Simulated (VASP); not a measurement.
A run of VASP 6.6.1:

The input INCAR:

```
SYSTEM = GeH3C
PREC = Accurate
ENCUT = 600
EDIFF = 1E-6
ISMEAR = 0
SIGMA = 0.05
LREAL = .False.
LASPH = .True.
NELM = 80
ALGO = Fast
ISIF = 3
LWAVE = .False.
LCHARG = .False.
GGA = CA
IBRION = 2
NSW = 60
EDIFFG = -0.02
```

File KPOINTS:

```
Automatic mesh
0
Gamma
  9 9 3
  0 0 0
```

Contents of POSCAR:

```
GeH3C
1.0
    3.9600000000      0.0000000000      0.0000000000
   -1.9800000000      3.4294605990      0.0000000000
    0.0000000000      0.0000000000      8.7000000000
Ge C H
2 2 6
Direct
    0.3333333333      0.6666666667      0.5425287356
    0.6666666667      0.3333333333      0.4574712644
    0.3333333333      0.6666666667      0.7701149425
    0.6666666667      0.3333333333      0.2298850575
    0.6336721097      0.8168360549      0.8114942529
    0.1831639451      0.8168360549      0.8114942529
    0.1831639451      0.3663278903      0.8114942529
    0.3663278903      0.1831639451      0.1885057471
    0.8168360549      0.1831639451      0.1885057471
    0.8168360549      0.6336721097      0.1885057471
```

Potentials or basis: VASP PAW LDA potentials, release 64 (Ge_d, C, H).

The run is started by

```sh
$ cat potpaw_LDA.64/Ge_d/POTCAR potpaw_LDA.64/C/POTCAR potpaw_LDA.64/H/POTCAR > POTCAR
$ mpirun -np 1 vasp_std > vasp.out
```

Hardware: 1 thread of Intel(R) Xeon(R) Platinum 8488C (Sapphire Rapids), with other jobs on the host.

Question: Estimate the wall time of this run.

Answer: Run time: 5.7 min on 1 thread of Intel(R) Xeon(R) Platinum 8488C (Sapphire Rapids), on a shared host, peak memory 0.27 GiB. Counts: scf iterations 55, k points 31, ion steps 6.
